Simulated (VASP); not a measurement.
KBr (rock salt) relaxed at rising pressure, in one space group throughout; other phases were not tried. The pressures are those reached. These are PBE GGA, VASP's PBE PAW potentials (set 64) (plane waves; VASP) values and carry that method's errors.

```csv
P (GPa),V (Å³/atom),k-mesh
0.05,37.617,7×7×7
4.99,30.364,7×7×7
10.01,27.101,8×8×8
20.04,23.543,8×8×8
29.96,21.461,8×8×8
```

A change of mesh leaves a small step in the series.

Q: Fit an equation of state and predict the volume at 44.99 GPa.

A: Least squares on the third-order Birch-Murnaghan form, P = (3B0/2)(y⁷ − y⁵)[1 + (3/4)(B′ − 4)(y² − 1)] with y = (V0/V)^(1/3), gives V0 = 37.722 Å³/atom, B0 = 14 GPa and B′ = 4.7, and so 19.421 Å³/atom. The run gave 19.392 Å³/atom, -0.1 % from the fit.

Pressures at which the relaxation failed are left out.

The compound is KBr in the rock salt structure.
